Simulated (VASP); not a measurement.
Here is a VASP 6.6.1 calculation.

File INCAR:

```
PREC = Accurate
ENCUT = 520
EDIFF = 1E-7
ISMEAR = -1
SIGMA = 0.05
LREAL = F
LASPH = T
NELM = 100
ALGO = Normal
ISIF = 2
LWAVE = F
LCHARG = F
GGA = PE
NBANDS = 28
```

Contents of KPOINTS:

```
Automatic mesh
0
Gamma
  8 8 8
```

The input POSCAR:

```
InRh2
1.0
    0.0000000000      2.8907046600      2.8907046600
    2.8907046600      0.0000000000      2.8907046600
    2.8907046600      2.8907046600      0.0000000000
In Rh
1 2
Direct
    0.0000000000      0.0000000000      0.0000000000
    0.2500000000      0.2500000000      0.2500000000
    0.7500000000      0.7500000000      0.7500000000
```

Potentials or basis: VASP PAW PBE potentials, release 64 (In_d, Rh_pv).

Run with:

```sh
$ cat potpaw_PBE.64/In_d/POTCAR potpaw_PBE.64/Rh_pv/POTCAR > POTCAR
$ mpirun -np 1 vasp_std > vasp.out
```

(1) Predict the pressure.

(2) Estimate the band gap on the k mesh.

## Answers

(1) 33.0 GPa.

(2) none (metal or under the smearing width).

Caveat: a pressure of tens of GPa on the cell as given is suspect, and the run, the potentials or the cell itself is likely at fault.
